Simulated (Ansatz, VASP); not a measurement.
# Cross-check of Al6Ge8O25 (glassy 73GeO2-27Al2O3 (mol %)) between VASP and Ansatz, part 2 of 2

Aim: how closely do two programs agree when they are given the same cell, functional and k mesh? Of the first pair: The structure shown is the start of the Ansatz relaxation below; VASP solves that cell, so the two are compared at the walk's first step.

VASP 6.6.1 and Ansatz 0.2.0.

So far. Step 3 (VASP: single point, PBE, start cell, pair 1): The run ends at a pressure of 1.89 GPa, with forces up to 0.35 eV/Å.

### 6. VASP: single point, PBE, relaxed atoms in a fixed cell, pair 2

Level of this step: PBE, zero-moment start; plane waves and PAW (Ge_d, Al, O) (VASP).

The same cell, functional, mesh and smearing now go to VASP, with its own data sets.

INCAR reads:

```
SYSTEM = Al6Ge8O25
PREC = Accurate
ENCUT = 520
EDIFF = 1E-06
NELM = 200
ISMEAR = -1
SIGMA = 0.01
LREAL = Auto
ALGO = Normal
GGA = PE
NELECT = 841
NBANDS = 512
ISPIN = 2
MAGMOM = 0 0 0 0 0 0 0 0 0 0 0 0 0 0 0 0 0 0 0 0 0 0 0 0 0 0 0 0 0 0 0 0 0 0 0 0 0 0 0 0 0 0 0 0 0 0 0 0 0 0 0 0 0 0 0 0 0 0 0 0 0 0 0 0 0 0 0 0 0 0 0 0 0 0 0 0 0 0 0 0 0 0 0 0 0 0 0 0 0 0 0 0 0 0 0 0 0 0 0 0 0 0 0 0 0 0 0 0 0 0 0 0 0 0 0 0 0
LORBIT = 11
LWAVE = .FALSE.
LCHARG = .FALSE.
ISIF = 2
LASPH = .TRUE.
GGA_COMPAT = .FALSE.
NCORE = 4
```

POSCAR reads:

```
Al6Ge8O25
1.0
   11.7522500000      0.0000000000      0.0000000000
    0.0000000000     11.7522500000      0.0000000000
    0.0000000000      0.0000000000     11.7522500000
Ge Al O
24 18 75
Direct
    0.3719700000      0.3688600000      0.5122700000
    0.0427300000      0.2725500000      0.3462200000
    0.3199500000      0.9219200000      0.7494100000
    0.3266200000      0.2021800000      0.7384000000
    0.5621800000      0.6597600000      0.7118200000
    0.2681500000      0.8123100000      0.5124400000
    0.6765700000      0.9111800000      0.7088600000
    0.8859600000      0.1815200000      0.1253600000
    0.6317900000      0.4980900000      0.5105600000
    0.9286000000      0.9146700000      0.1924100000
    0.6487400000      0.1807400000      0.2717300000
    0.4436900000      0.5457800000      0.1008400000
    0.2805300000      0.5921600000      0.6516500000
    0.6584200000      0.7327100000      0.3556100000
    0.2261300000      0.5737500000      0.9317500000
    0.9732500000      0.1075700000      0.6402400000
    0.7103900000      0.7856400000      0.0891700000
    0.9423500000      0.5281600000      0.7060600000
    0.9086100000      0.6615900000      0.4523300000
    0.5878100000      0.2680800000      0.7654400000
    0.8903300000      0.9496900000      0.8506400000
    0.6275700000      0.4988600000      0.9072600000
    0.7035200000      0.1337600000      0.5498400000
    0.0221000000      0.9075800000      0.4457000000
    0.4716400000      0.1002900000      0.1081400000
    0.0938200000      0.3323500000      0.7152000000
    0.4875500000      0.9609700000      0.3337200000
    0.3683300000      0.7456000000      0.2639300000
    0.8546200000      0.3283800000      0.8684900000
    0.5158200000      0.9482400000      0.9426500000
[... 81 atom lines left out ...]
    0.7442600000      0.4047300000      0.4837300000
    0.4536500000      0.6370200000      0.2136400000
    0.5922100000      0.7986600000      0.6644200000
    0.3642100000      0.5999100000      0.9838800000
    0.3559900000      0.4339600000      0.1679200000
    0.0677000000      0.4649000000      0.6542100000
```

KPOINTS reads:

```
Automatic mesh
0
Gamma
1 1 1
0 0 0
```

PAW data sets: Ge_d, Al and O (PBE family, release 64).

On the command line:

```bash
$ mpirun -np 16 vasp_gam
```

Numbers of over 12 decimals in the logs are rounded to 6 here.

The log of the run:

```text
[... set-up lines as in an earlier step ...]
 entering main loop
       N       E                     dE             d eps       ncg     rms          rms(c)
DAV:   1     0.270989293255E+05    0.27099E+05   -0.26516E+05  2520   0.384E+03
DAV:   2     0.554703762775E+04   -0.21552E+05   -0.20462E+05  2056   0.106E+03
DAV:   3    -0.957991703531E+02   -0.56428E+04   -0.52482E+04  2240   0.371E+02
DAV:   4    -0.867027223983E+03   -0.77123E+03   -0.75494E+03  2400   0.154E+02
DAV:   5    -0.910431817586E+03   -0.43405E+02   -0.42910E+02  2552   0.367E+01BRMIX: very serious problems
 the old and the new charge density differ
 old charge density:   840.00000 new  841.00000
    0.688E+01
DAV:   6    -0.776561166882E+03    0.13387E+03   -0.49630E+02  3208   0.108E+02    0.226E+01
DAV:   7    -0.780093761722E+03   -0.35326E+01   -0.65662E+01  2464   0.136E+01    0.143E+01
DAV:   8    -0.779543936690E+03    0.54983E+00   -0.79214E+00  2968   0.886E+00    0.479E+00
DAV:   9    -0.779280744582E+03    0.26319E+00   -0.17534E+00  3216   0.583E+00    0.128E+00
[...]
DAV:  18    -0.779341683906E+03    0.33841E-05   -0.35992E-05  2904   0.173E-02    0.848E-03
DAV:  19    -0.779341683901E+03    0.42201E-08   -0.10395E-05  2240   0.844E-03    0.427E-03
DAV:  20    -0.779341683808E+03    0.93161E-07   -0.17902E-06  1680   0.566E-03
   1 F= -.77934168E+03 E0= -.77933476E+03  d E =-.138443E-01  mag=    -0.0433
```

From OUTCAR (step 6):

```text
 magnetization (x)
# of ion       s       p       d       tot
------------------------------------------
    1       -0.000  -0.000  -0.000  -0.000
    2       -0.000  -0.000  -0.000  -0.000
    3       -0.000  -0.000  -0.000  -0.000
    4       -0.000  -0.000  -0.000  -0.000
    5       -0.000  -0.000   0.000  -0.000
    6       -0.000  -0.000  -0.000  -0.001
    7       -0.000  -0.000  -0.000  -0.000
    8       -0.000  -0.000  -0.000  -0.000
    9       -0.000  -0.000  -0.000  -0.000
   10       -0.000  -0.000  -0.000  -0.000
   11       -0.000  -0.000  -0.000  -0.000
   12       -0.000  -0.000  -0.000  -0.001
   13       -0.001  -0.000  -0.000  -0.001
[...]
--------------------------------------------------
tot         -0.019  -0.006  -0.000  -0.026

[... 1 part as in an earlier step ...]

[... 1 further part left out ...]
[key lines of the parts left out:]
E-fermi :   3.7781
```

The run ends at a pressure of 1.56 GPa, with forces up to 0.086 eV/Å.

### 7. Side by side

Compared:

```
         quantity  Ansatz   VASP  difference
total moment (μB)    0.31  -0.04       +0.36
```

Forces on 7 of the 117 atoms, those with the largest forces and the largest differences (eV/Å; atoms numbered as in POSCAR):

```
atom          Ansatz x, y, z           VASP x, y, z
 Ge8  -0.010, -0.010, -0.008  -0.049, 0.038, -0.023
Ge21   0.004, -0.008, -0.007   0.036, -0.047, 0.039
 O68    -0.011, 0.014, 0.003  -0.048, 0.065, -0.030
 O75  -0.014, -0.018, -0.007  -0.048, -0.047, 0.003
 O76    -0.016, 0.014, 0.017   -0.035, 0.066, 0.023
 O80   -0.019, -0.001, 0.013   -0.026, 0.044, 0.047
O107    0.008, -0.003, 0.023   -0.021, 0.033, 0.053
```

The forces differ by 20 meV/Å r.m.s., which is 86.9 % of the r.m.s. force of 0.023 eV/Å (both taken over all components). The cell carries a charge of -1 e against a uniform background, so its pressure also hangs on how the neutralising background is counted, and in a defect's cell a gap may be the spacing between its levels.

### 8. VASP: single point, PBE, pair 3

With cell and atoms fixed, the geometry can't cause a difference; cores, projectors, grids and the points listed under the comparison can.

INCAR reads:

```
SYSTEM = Al6Ge8O25
PREC = Accurate
ENCUT = 600
EDIFF = 1E-06
NELM = 120
ISMEAR = 0
SIGMA = 0.01
LREAL = Auto
ALGO = Normal
GGA = PE
NBANDS = 512
LORBIT = 11
LWAVE = .FALSE.
LCHARG = .FALSE.
ISIF = 2
LASPH = .TRUE.
GGA_COMPAT = .FALSE.
EFERMI = MIDGAP
NCORE = 4
```

POSCAR reads:

```
Al6Ge8O25
1.0
   11.7522500000      0.0000000000      0.0000000000
    0.0000000000     11.7522500000      0.0000000000
    0.0000000000      0.0000000000     11.7522500000
Ge Al O
24 18 75
Direct
    0.3724400000      0.3702600000      0.5128000000
    0.0434000000      0.2726500000      0.3458000000
    0.3203600000      0.9222300000      0.7492800000
    0.3268600000      0.2025800000      0.7376900000
    0.5623500000      0.6600500000      0.7114000000
    0.2682400000      0.8121800000      0.5123900000
    0.6760500000      0.9113300000      0.7095700000
    0.8856900000      0.1812800000      0.1258700000
    0.6320100000      0.4983800000      0.5107300000
    0.9288300000      0.9147000000      0.1916000000
    0.6485100000      0.1802100000      0.2727600000
    0.4433400000      0.5457600000      0.1002400000
    0.2810500000      0.5929500000      0.6521700000
    0.6587500000      0.7325800000      0.3558400000
    0.2266300000      0.5742600000      0.9314500000
    0.9724600000      0.1070200000      0.6397700000
    0.7102200000      0.7856900000      0.0894000000
    0.9426300000      0.5277400000      0.7060100000
    0.9086900000      0.6612000000      0.4524000000
    0.5884900000      0.2676000000      0.7655000000
    0.8898200000      0.9494700000      0.8507600000
    0.6272900000      0.4986500000      0.9064900000
    0.7038900000      0.1337400000      0.5506600000
    0.0217300000      0.9072200000      0.4452600000
    0.4715100000      0.1001800000      0.1088900000
    0.0930400000      0.3315600000      0.7152400000
    0.4873600000      0.9604000000      0.3342200000
    0.3684200000      0.7455300000      0.2635900000
    0.8543700000      0.3283400000      0.8690300000
    0.5155200000      0.9483100000      0.9431600000
[... 81 atom lines left out ...]
    0.7439400000      0.4045100000      0.4842500000
    0.4538400000      0.6368900000      0.2126600000
    0.5920200000      0.7989000000      0.6646700000
    0.3643400000      0.5995400000      0.9829800000
    0.3562400000      0.4338600000      0.1670700000
    0.0681700000      0.4645900000      0.6548900000
```

KPOINTS is that of step 6.

On the command line:

```bash
$ mpirun -np 16 vasp_gam
```

The log of the run:

```text
[... set-up lines as in an earlier step ...]
 entering main loop
       N       E                     dE             d eps       ncg     rms          rms(c)
DAV:   1     0.291188782985E+05    0.29119E+05   -0.28265E+05  1272   0.416E+03
DAV:   2     0.608595818143E+04   -0.23033E+05   -0.21850E+05  1024   0.118E+03
DAV:   3     0.729593222022E+01   -0.60787E+04   -0.56182E+04  1120   0.396E+02
DAV:   4    -0.861896914659E+03   -0.86919E+03   -0.84914E+03  1208   0.166E+02
[...]
DAV:  18    -0.783350921392E+03    0.14738E-05   -0.37052E-05  1512   0.220E-02    0.772E-03
DAV:  19    -0.783350922177E+03   -0.78529E-06   -0.17439E-05  1304   0.104E-02    0.552E-03
DAV:  20    -0.783350921836E+03    0.34095E-06   -0.17660E-06   816   0.964E-03
   1 F= -.78335092E+03 E0= -.78335092E+03  d E =0.000000E+00
```

From OUTCAR (step 8):

```text
  FREE ENERGIE OF THE ION-ELECTRON SYSTEM (eV)
  ---------------------------------------------------
  free  energy   TOTEN  =      -783.3509218364 eV

  energy  without entropy=     -783.3509218364  energy(sigma->0) =     -783.35092184

[... 1 part as in an earlier step ...]

[... 1 further part left out ...]
[key lines of the parts left out:]
E-fermi :   2.6763
```

The run ends at a pressure of 0.20 GPa, with forces up to 0.080 eV/Å.

### 9. Ansatz: single point, PBE, pair 3

The same cell, functional and mesh now go to Ansatz, which takes its cutoff from its data sets.

The cell is taken from a series of runs on this material, whose earlier steps may have relaxed, scaled, displaced or heated it; both programs get it as it stands.

input.yaml reads:

```yaml
crystal:
  lattice:
    - [11.75225, 0.0, 0.0]
    - [0.0, 11.75225, 0.0]
    - [0.0, 0.0, 11.75225]
  atoms:
    - { symbol: Ge, position: [0.37244, 0.37026, 0.5128] }
    - { symbol: Ge, position: [0.0434, 0.27265, 0.3458] }
    - { symbol: Ge, position: [0.32036, 0.92223, 0.74928] }
    - { symbol: Ge, position: [0.32686, 0.20258, 0.73769] }
    - { symbol: Ge, position: [0.56235, 0.66005, 0.7114] }
    - { symbol: Ge, position: [0.26824, 0.81218, 0.51239] }
    - { symbol: Ge, position: [0.67605, 0.91133, 0.70957] }
    - { symbol: Ge, position: [0.88569, 0.18128, 0.12587] }
    - { symbol: Ge, position: [0.63201, 0.49838, 0.51073] }
    - { symbol: Ge, position: [0.92883, 0.9147, 0.1916] }
    - { symbol: Ge, position: [0.64851, 0.18021, 0.27276] }
    - { symbol: Ge, position: [0.44334, 0.54576, 0.10024] }
    - { symbol: Ge, position: [0.28105, 0.59295, 0.65217] }
    - { symbol: Ge, position: [0.65875, 0.73258, 0.35584] }
    - { symbol: Ge, position: [0.22663, 0.57426, 0.93145] }
    - { symbol: Ge, position: [0.97246, 0.10702, 0.63977] }
    - { symbol: Ge, position: [0.71022, 0.78569, 0.0894] }
    - { symbol: Ge, position: [0.94263, 0.52774, 0.70601] }
    - { symbol: Ge, position: [0.90869, 0.6612, 0.4524] }
    - { symbol: Ge, position: [0.58849, 0.2676, 0.7655] }
    - { symbol: Ge, position: [0.88982, 0.94947, 0.85076] }
    - { symbol: Ge, position: [0.62729, 0.49865, 0.90649] }
    - { symbol: Ge, position: [0.70389, 0.13374, 0.55066] }
    - { symbol: Ge, position: [0.02173, 0.90722, 0.44526] }
    - { symbol: Al, position: [0.47151, 0.10018, 0.10889] }
    - { symbol: Al, position: [0.09304, 0.33156, 0.71524] }
    - { symbol: Al, position: [0.48736, 0.9604, 0.33422] }
    - { symbol: Al, position: [0.36842, 0.74553, 0.26359] }
    - { symbol: Al, position: [0.85437, 0.32834, 0.86903] }
    - { symbol: Al, position: [0.51552, 0.94831, 0.94316] }
[... 81 atom lines left out ...]
    - { symbol: O, position: [0.74394, 0.40451, 0.48425] }
    - { symbol: O, position: [0.45384, 0.63689, 0.21266] }
    - { symbol: O, position: [0.59202, 0.7989, 0.66467] }
    - { symbol: O, position: [0.36434, 0.59954, 0.98298] }
    - { symbol: O, position: [0.35624, 0.43386, 0.16707] }
    - { symbol: O, position: [0.06817, 0.46459, 0.65489] }
kpoints:
  mp_grid: { grid: [1, 1, 1] }
hamiltonian:
  xc: pbe
  pseudopotentials: { kind: paw, azcp: { folder: soft_1 } }
scf:
  occupations: { method: fixed }
output:
  forces: true
  stress: true
  populations: true
  dos:
    method: { smearing: { sigma: 0.08 } }
    de: 0.1
    projected: { site_lists: { Al: [Al], Ge: [Ge], O: [O] } }
  eigenvalues: true
  write_density: true
  write_potential: true
  volumetric_format: npy
  elf: true
```

On the command line:

```bash
$ ansatz run input.yaml --threads 4 --pin off --max-ram 8192MiB --backend cpu --events-out ev --progress --plain --runs-dir out
```

The log of the run:

```text
[...]
Crystal: 117 atoms, lattice volume = 1623.166 Å³
Basis set: ecut = 420 eV, 31559 PW (Γ), exchange–correlation on 160×160×160 points (8 copies of the dense FFT grid, shifted against one another)
Bands: 537, of which v1, the nominal top of the filled ones, is band 420 counted from 1 (419 counted from 0)
Symmetry: 1 space group operations
[...]
k-points: 1
[...]
--- Löwdin populations: 117 sites ---
  site symbol       q [e]
     0     Ge     12.4828
     1     Ge     12.4876
     2     Ge     12.5078
     3     Ge     12.4892
     4     Ge     12.4741
     5     Ge     12.5034
     6     Ge     12.4845
     7     Ge     12.5025
[...]
113      O      6.6410
   114      O      6.6698
   115      O      6.7598
   116      O      6.7475
  spilling = 0.006763 (of n_electrons = 840.000000)
[key lines of the parts left out:]
SCF converged after 13 iterations
Free energy (F): -155360.394930 eV
Fermi energy:    3.772438 eV
P = ⅓ Tr σ = 0.6708 GPa (6.708 kbar)
```

### 10. Comparison

What differs besides the data sets and the points named for the pairs above, as far as they apply: fixed occupations in Ansatz, narrow Gaussian smearing in VASP; the cutoff is 420 eV in Ansatz and 600 eV in VASP (PREC = Accurate, projectors in real space). Total energies have different zeros and are not compared.

Compared:

```
              quantity  Ansatz   VASP  difference
        pressure (GPa)    0.67   0.20       +0.47
gap on the k mesh (eV)   2.271  2.248      +0.023
```

Forces on 7 of the 117 atoms, those with the largest forces and the largest differences (eV/Å; atoms numbered as in POSCAR):

```
atom          Ansatz x, y, z            VASP x, y, z
 Ge6   0.011, -0.009, -0.009   0.053, -0.041, -0.022
 Ge7   -0.003, 0.003, -0.006  -0.030, -0.029, -0.062
Ge21   0.004, -0.009, -0.012    0.041, -0.049, 0.034
Ge23   -0.016, 0.009, -0.009  -0.029, -0.017, -0.066
 O68    -0.005, 0.001, 0.002   -0.045, 0.058, -0.032
 O80    -0.009, 0.000, 0.003    -0.014, 0.050, 0.041
O113  -0.009, -0.001, -0.014  -0.025, -0.032, -0.063
```

The forces differ by 22 meV/Å r.m.s., where the r.m.s. force is 0.008 eV/Å in Ansatz and 0.023 eV/Å in VASP: the atoms lie near their places of rest in Ansatz, so a percentage would say little (all taken over all components). A gap on the mesh is an upper bound, since the band edges may lie between its points.

### 11. Summary of results

| Property | Result |
| --- | --- |
| r.m.s. force difference (single point, PBE, start cell, pair 1) | 21 meV/Å |
| r.m.s. force difference (single point, PBE, relaxed atoms in a fixed cell, pair 2) | 20 meV/Å |
| r.m.s. force difference (single point, PBE, pair 3) | 22 meV/Å |

In words: The r.m.s. force difference is 22 meV/Å (single point, PBE, pair 3), beyond the 12 meV/Å picked in this series as the mark of a large difference. What causes the difference of the single point, PBE, start cell, pair 1 pair stays open here. What causes the difference of the single point, PBE, relaxed atoms in a fixed cell, pair 2 pair stays open here. What causes the difference of the single point, PBE, pair 3 pair stays open here. How closely two codes agree says nothing of how well the functional describes the real material.

[Lines on the potential files, build, host, timing and source positions are cut from VASP's logs without a mark.]

[Logs are printed without paths, hosts, clocks, repeated set-up lines and the standing remarks that a program may print on its own settings, such as how far it seeks lower states.]

[Hosts, paths, dates, database ids (printed as entryN), source tags and the programs' standing remarks are cut or masked in the printed files.]
